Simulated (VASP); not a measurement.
## Si2W: does spin-orbit coupling change the cell?

Does spin-orbit coupling change the relaxed cell of Si2W? The starting structure is a measured crystal structure from the Crystallography Open Database. The first relaxation on each setting starts from this cell expanded by 3 % in volume.

Method: Kohn-Sham DFT with plane waves and PAW; PBEsol and PBEsol + spin-orbit coupling, in VASP 6.6.1.

### Step 1. The starting structure

It takes space group I4/mmm (No. 139, tetragonal). The conventional cell has a = 3.214 Å, b = 3.214 Å, c = 7.830 Å, α = 90.00°, β = 90.00°, γ = 90.00°. W has 10 Si at 2.62 Å nearest. Si has 5 Si at 2.59 to 2.63 Å and 5 W at 2.62 Å nearest. Farther neighbours are not listed.

Coordinates:

```xyz
3
Lattice="-1.6069 1.6069 3.9150 1.6069 -1.6069 3.9150 1.6069 1.6069 -3.9150" Properties=species:S:1:pos:R:3 pbc="T T T"
W     0.0000    0.0000    0.0000
Si    0.0000    0.0000    5.2092
Si    0.0000    0.0000    2.6207
```

### Step 2. Relaxation without spin-orbit coupling

This run starts from the cell of an earlier relaxation, which isn't shown; the restart sets up the plane waves anew.

File INCAR:

```
SYSTEM = Si2W
PREC = Accurate
ENCUT = 450
EDIFF = 1E-06
NELM = 100
ISMEAR = 0
SIGMA = 0.05
LREAL = .FALSE.
ALGO = Normal
GGA = PS
NBANDS = 13
LASPH = .TRUE.
LORBIT = 11
LWAVE = .FALSE.
LCHARG = .FALSE.
KPAR = 8
IBRION = 2
NSW = 50
ISIF = 3
EDIFFG = -0.006
```

File POSCAR:

```
Si2W
1.0
   -1.6005204564      1.6005204564      3.9073574260
    1.6005204564     -1.6005204564      3.9073574260
    1.6005204564      1.6005204564     -3.9073574260
W Si
1 2
Direct
    0.0000000000      0.0000000000      0.0000000000
    0.6655955612      0.6655955612      0.0000000000
    0.3344044388      0.3344044388      0.0000000000
```

File KPOINTS:

```
Automatic mesh
0
Gamma
12 12 12
0 0 0
```

PAW data sets: W and Si (PBE family, release 64).

Launch:

```sh
> mpirun -np 8 vasp_std
```

The program printed:

```text
[banner, memory and clock lines left out]
running    8 mpi-ranks, on    1 nodes
 distrk:  each k-point on    1 cores,    8 groups
 distr:  one band on    1 cores,    1 groups

 POSCAR found type information on POSCAR W Si
 POSCAR found :  2 types and       3 ions
|                                                                             |
|           W    W    AA    RRRRR   N    N  II  N    N   GGGG   !!!           |
|           W    W   A  A   R    R  NN   N  II  NN   N  G    G  !!!           |
|           W    W  A    A  R    R  N N  N  II  N N  N  G       !!!           |
|           W WW W  AAAAAA  RRRRR   N  N N  II  N  N N  G  GGG   !            |
|           WW  WW  A    A  R   R   N   NN  II  N   NN  G    G                |
|           W    W  A    A  R    R  N    N  II  N    N   GGGG   !!!           |
|                                                                             |
|     For optimal performance we recommend to set                             |
|       NCORE = 2 up to number-of-cores-per-socket                            |
|     NCORE specifies how many cores store one orbital (NPAR=cpu/NCORE).      |
|     This setting can greatly improve the performance of VASP for DFT.       |
|     The default, NCORE=1 might be grossly inefficient on modern             |
|     multi-core architectures or massively parallel machines. Do your        |
|     Unfortunately you need to use the default for GW and RPA                |
|     calculations (for HF NCORE is supported but not extensively tested      |
|     yet).                                                                   |
|                                                                             |

|                                                                             |
|               ----> ADVICE to this user running VASP <----                  |
|                                                                             |
|     You enforced a specific xc type in the INCAR file but a different       |
|     [... a line on the potential file left out ...]
|     I HOPE YOU KNOW WHAT YOU ARE DOING!                                     |
|                                                                             |

 LDA part: xc-table for (Slater+PW92), standard interpolation
 POSCAR, INCAR and KPOINTS ok, starting setup
 FFT: planning ... GRIDC
 FFT: planning ... GRID_SOFT
 FFT: planning ... GRID
 WAVECAR not read
 entering main loop
       N       E                     dE             d eps       ncg     rms          rms(c)
DAV:   1     0.216571869628E+02    0.21657E+02   -0.55522E+03  4278   0.831E+02
DAV:   2    -0.254834251356E+02   -0.47141E+02   -0.43082E+02  5340   0.173E+02
DAV:   3    -0.275880174749E+02   -0.21046E+01   -0.20410E+01  5740   0.303E+01
DAV:   4    -0.276154678677E+02   -0.27450E-01   -0.27402E-01  5202   0.399E+00
DAV:   5    -0.276158792062E+02   -0.41134E-03   -0.41123E-03  5995   0.401E-01    0.269E+01
DAV:   6    -0.268708683416E+02    0.74501E+00   -0.20724E+00  6270   0.901E+00    0.113E+01
DAV:   7    -0.267490270020E+02    0.12184E+00   -0.20127E-01  4818   0.300E+00    0.553E+00
DAV:   8    -0.267251163521E+02    0.23911E-01   -0.39146E-02  5506   0.141E+00    0.523E-01
DAV:   9    -0.267248254658E+02    0.29089E-03   -0.20254E-03  5080   0.306E-01    0.285E-01
DAV:  10    -0.267247913850E+02    0.34081E-04   -0.31721E-04  5374   0.112E-01    0.581E-02
DAV:  11    -0.267247744935E+02    0.16891E-04   -0.48666E-05  5330   0.483E-02    0.209E-02
DAV:  12    -0.267247746907E+02   -0.19719E-06   -0.15934E-06  3684   0.993E-03
   1 F= -.26724775E+02 E0= -.26724654E+02  d E =-.267248E+02
 curvature:   0.00 expect dE= 0.000E+00 dE for cont linesearch  0.000E+00
 trial: gam= 0.00000 g(F)=  0.531E-08 g(S)=  0.255E-05 ort = 0.000E+00 (trialstep = 0.100E+01)
 search vector abs. value=  0.256E-05
 reached required accuracy - stopping structural energy minimisation
```

Run time: 8.2 s. Hardware: 8 MPI ranks of Intel Xeon 6975P-C (Granite Rapids), shared host; peak memory 1.9 GiB; 49 s of CPU time.

The logs omit lines about the potential files and the build; timing stands in the text.

From OUTCAR (step 2):

```text
ion  position               nearest neighbor table
   1  0.000  0.000  0.000-   2 2.61   2 2.61   2 2.61   3 2.61   3 2.61   3 2.61   2 2.61   3 2.61
                             2 2.61   3 2.61
   2  0.666  0.666  0.000-   3 2.59   1 2.61   1 2.61   1 2.61   1 2.61   1 2.61   3 2.62   3 2.62
                             3 2.62   3 2.62
   3  0.334  0.334  0.000-   2 2.59   1 2.61   1 2.61   1 2.61   1 2.61   1 2.61   2 2.62   2 2.62
                             2 2.62   2 2.62

  LATTYP: Found a body centered tetragonal cell.
 ALAT       =     3.2010409128
 C/A-ratio  =     2.4413042710

 Subroutine GETGRP returns: Found 16 space group operations
 (whereof 16 operations were pure point group operations)

The static configuration has the point symmetry D_4h.

 Found    163 irreducible k-points:

   k-points           NKPTS =    163   k-points in BZ     NKDIM =    163   number of bands    NBANDS=     13

   dimension x,y,z NGX =    32 NGY =   32 NGZ =   32
   dimension x,y,z NGXF=    64 NGYF=   64 NGZF=   64

   ENCUT  =  450.0 eV  33.07 Ry    5.75 a.u.   7.81  7.81  7.81*2*pi/ulx,y,z

   NELECT =      14.0000    total number of electrons

 k-points in reciprocal lattice and weights: Automatic mesh
   0.00000000  0.00000000  0.00000000       0.001
   0.08333333  0.00000000  0.00000000       0.005
   0.16666667  0.00000000 -0.00000000       0.005
   0.25000000  0.00000000  0.00000000       0.005
   0.33333333  0.00000000 -0.00000000       0.005
   0.41666667 -0.00000000  0.00000000       0.005
   0.50000000  0.00000000  0.00000000       0.002
   0.08333333  0.08333333  0.00000000       0.005
   0.16666667  0.08333333  0.00000000       0.009
[...]
-0.41666667 -0.41666667  0.41666667       0.001
   0.50000000  0.50000000  0.50000000       0.001

 average (electrostatic) potential at core
       1 -34.5060       2 -78.9486       3 -78.9486

 E-fermi :  10.6178

 k-point     1 :       0.0000    0.0000    0.0000
  band No.  band energies     occupation
    ...
      2       3.6496      2.00000
      3       6.8296      2.00000
      4       7.1622      2.00000
      5       7.7053      2.00000
      6       7.7053      2.00000
      7      11.1849      0.00000
      8      13.4231      0.00000
      9      13.4828      0.00000
     10      13.7535      0.00000
     11      13.7535      0.00000
    ...

 k-point     2 :       0.0833    0.0000    0.0000
  band No.  band energies     occupation
    ...
      2       3.6611      2.00000
      3       6.4206      2.00000
      4       7.1654      2.00000
      5       7.7949      2.00000
      6       7.8655      2.00000
      7      10.6844      0.05968
      8      13.0288      0.00000
      9      13.3165      0.00000
     10      13.8800      0.00000
     11      14.3228      0.00000
    ...

 k-point     3 :       0.1667    0.0000   -0.0000
  band No.  band energies     occupation
    ...
      3       5.6853      2.00000
      4       7.0732      2.00000
      5       8.0361      2.00000
      6       8.0477      2.00000
      7       9.8345      2.00000
      8      12.2141      0.00000
      9      12.9035      0.00000
     10      14.7332      0.00000
     11      15.0627      0.00000
     12      15.5934      0.00000
    ...

  Total       -0.0032510     -0.0032510      0.0117331      0.0000000      0.0000000      0.0000000
  in kB       -0.1300939     -0.1300939      0.4695244      0.0000000      0.0000000      0.0000000
  external PRESSURE =       0.0697789 kB  Pullay stress =       0.0000000 kB

  energy-cutoff  :      450.00
  volume of cell :       40.04
      direct lattice vectors                 reciprocal lattice vectors
    -1.600520456  1.600520456  3.907357426     0.000000000  0.312398381  0.127963722
     1.600520456 -1.600520456  3.907357426     0.312398381  0.000000000  0.127963722
     1.600520456  1.600520456 -3.907357426     0.312398381  0.312398381  0.000000000

 POSITION                                       TOTAL-FORCE (eV/Angst)
 -----------------------------------------------------------------------------------
      0.00000      0.00000      0.00000         0.000000      0.000000     -0.000000
      0.00000      0.00000      5.20144        -0.000000     -0.000000     -0.000235
      0.00000      0.00000      2.61328         0.000000      0.000000      0.000235
 -----------------------------------------------------------------------------------
    total drift:                               -0.000000     -0.000000     -0.000000

  FREE ENERGIE OF THE ION-ELECTRON SYSTEM (eV)
  ---------------------------------------------------
  free  energy   TOTEN  =       -26.7247746907 eV

  energy  without entropy=      -26.7245334740  energy(sigma->0) =      -26.72465408

 reached required accuracy - stopping structural energy minimisation

 total charge
# of ion       s       p       d       tot
------------------------------------------
    1        0.562   0.684   4.540   5.786
    2        0.736   0.896   0.000   1.633
    3        0.736   0.896   0.000   1.633
--------------------------------------------------
tot          2.035   2.476   4.540   9.051

[... 3 further parts left out ...]
```

CONTCAR:

```
Si2W
   1.00000000000000
    -1.6005204564000000    1.6005204564000000    3.9073574259999999
     1.6005204564000000   -1.6005204564000000    3.9073574259999999
     1.6005204564000000    1.6005204564000000   -3.9073574259999999
  W               Si
     1     2
Direct
     0.0000000000000000    0.0000000000000000    0.0000000000000000
     0.6655955612000000    0.6655955612000000    0.0000000000000000
     0.3344044388000000    0.3344044388000000    0.0000000000000000
```

The PAW data sets were made with PBE, which is usual practice but a small mismatch for other functionals. The data set W keeps the semicore shell frozen, which is cheaper and a little less accurate. The run keeps the 16 symmetry operations of its start, so it cannot find a distortion of lower symmetry.

Without spin-orbit coupling the relaxed cell holds 13.346 Å³ an atom, with a = 3.201 Å and c = 7.815 Å.

### Step 3. Relaxation with spin-orbit coupling

Against step 2 the input has LNONCOLLINEAR = .TRUE., MAGMOM = 0 0 0 0 0 0 0 0 0, GGA_COMPAT = .FALSE. and LSORBIT = .TRUE. (also changed: NBANDS and LMAXMIX). This run starts from the cell of an earlier relaxation, which isn't shown; the restart sets up the plane waves anew.

Changes to INCAR since step 2:

```diff
@@ -10,4 +10,9 @@
 GGA = PS
-NBANDS = 13
+LNONCOLLINEAR = .TRUE.
+MAGMOM = 0 0 0 0 0 0 0 0 0
+NBANDS = 26
+GGA_COMPAT = .FALSE.
 LASPH = .TRUE.
+LSORBIT = .TRUE.
+LMAXMIX = 4
 LORBIT = 11
```

File POSCAR:

```
Si2W
1.0
   -1.6004354942      1.6004354942      3.9064913660
    1.6004354942     -1.6004354942      3.9064913660
    1.6004354942      1.6004354942     -3.9064913660
W Si
1 2
Direct
    0.0000000000      0.0000000000      0.0000000000
    0.6656653983      0.6656653983      0.0000000000
    0.3343346017      0.3343346017      0.0000000000
```

KPOINTS is that of step 2.

Launch:

```sh
> mpirun -np 8 vasp_ncl
```

The program printed:

```text
[banner, memory and clock lines left out]
running    8 mpi-ranks, on    1 nodes
[...]
[... a notice as in an earlier step ...]

 [... a notice as in an earlier step ...]

 LDA part: xc-table for (Slater+PW92), standard interpolation
 POSCAR, INCAR and KPOINTS ok, starting setup
[...]
entering main loop
       N       E                     dE             d eps       ncg     rms          rms(c)
DAV:   1     0.263147488094E+02    0.26315E+02   -0.53694E+03  8596   0.840E+02
DAV:   2    -0.250463197274E+02   -0.51361E+02   -0.47595E+02 10228   0.190E+02
DAV:   3    -0.277166070812E+02   -0.26703E+01   -0.25844E+01 11478   0.364E+01
DAV:   4    -0.277621672099E+02   -0.45560E-01   -0.45417E-01 10878   0.516E+00
[...]
DAV:  11    -0.268898885247E+02   -0.56949E-05   -0.93017E-05 10058   0.652E-02    0.383E-02
DAV:  12    -0.268898818871E+02    0.66376E-05   -0.83914E-06  9808   0.197E-02    0.112E-02
DAV:  13    -0.268898819768E+02   -0.89665E-07   -0.91755E-07  6684   0.649E-03
   1 F= -.26889882E+02 E0= -.26889772E+02  d E =-.268899E+02  mag=     0.0000    -0.0000    -0.0000
[...]
reached required accuracy - stopping structural energy minimisation
```

Wall time 43 s (8 MPI ranks); peak memory 3.6 GiB.

From OUTCAR (step 3):

```text
  Total       -0.0016688     -0.0016688      0.0150986      0.0000000     -0.0000000      0.0000000
  in kB       -0.0668020     -0.0668020      0.6043986      0.0000000     -0.0000000      0.0000000
  external PRESSURE =       0.1569315 kB  Pullay stress =       0.0000000 kB

 POSITION                                       TOTAL-FORCE (eV/Angst)
 -----------------------------------------------------------------------------------
      0.00000      0.00000      0.00000         0.000000      0.000000      0.000000
      0.00000      0.00000      5.20083         0.000000     -0.000000     -0.000026
      0.00000      0.00000      2.61215        -0.000000     -0.000000      0.000026
 -----------------------------------------------------------------------------------
    total drift:                                0.000000     -0.000000      0.000000

  FREE ENERGIE OF THE ION-ELECTRON SYSTEM (eV)
  ---------------------------------------------------
  free  energy   TOTEN  =       -26.8898819768 eV

  energy  without entropy=      -26.8896613815  energy(sigma->0) =      -26.88977168

 magnetization (x)
# of ion       s       p       d       tot
------------------------------------------
    1        0.000   0.000  -0.000  -0.000
    2        0.000  -0.000   0.000   0.000
    3        0.000  -0.000   0.000   0.000
--------------------------------------------------
tot          0.000  -0.000  -0.000  -0.000

 magnetization (y)
# of ion       s       p       d       tot
------------------------------------------
    1        0.000  -0.000  -0.000  -0.000
    2       -0.000   0.000   0.000   0.000
    3       -0.000   0.000   0.000   0.000
--------------------------------------------------
tot         -0.000   0.000  -0.000   0.000

 magnetization (z)
# of ion       s       p       d       tot
------------------------------------------
    1        0.000   0.000   0.000   0.000
    2        0.000   0.000   0.000   0.000
    3        0.000   0.000   0.000   0.000
--------------------------------------------------
tot          0.000   0.000   0.000   0.000

[... 1 part as in an earlier step ...]

[... 3 further parts left out ...]
[key lines of the parts left out:]
E-fermi :  10.6363
```

With spin-orbit coupling the relaxed cell holds 13.341 Å³ an atom, with a = 3.201 Å and c = 7.813 Å.

### Step 4. All runs side by side

```csv
run,volume (Å³/atom),a (Å),c (Å),pressure left (GPa),core minutes
without spin-orbit coupling,13.346,3.201,7.8147,0.007,6.43
with spin-orbit coupling,13.341,3.2009,7.813,0.016,34.8
```

Core minutes are wall time times ranks, summed over the relaxations behind a row (those for a bulk modulus apart), on shared hosts.

### Step 5. Outcome

```json
{
  "volume without spin-orbit coupling": "13.346 Å³/atom",
  "volume with spin-orbit coupling": "13.341 Å³/atom"
}
```

**Reading.** The run with spin-orbit coupling gives a volume -0.03 % from the one without (a -0.01 % and c -0.02 %). The relaxations stop with 0.007 and 0.016 GPa left; at a bulk modulus of 50 GPa, to name a scale, that difference alone shifts the volume by 0.02 %. The k mesh isn't tested here. GGA_COMPAT also differs between the two, which alone can make a change this small. Further runs on this material are not shown.

[Lines on the potential files, build, host, timing and source positions are cut from VASP's logs without a mark.]

[Logs are printed without paths, hosts, clocks, repeated set-up lines and the standing remarks that a program may print on its own settings, such as how far it seeks lower states.]

[Hosts, paths, dates, database ids (printed as entryN), source tags and the programs' standing remarks are cut or masked in the printed files.]
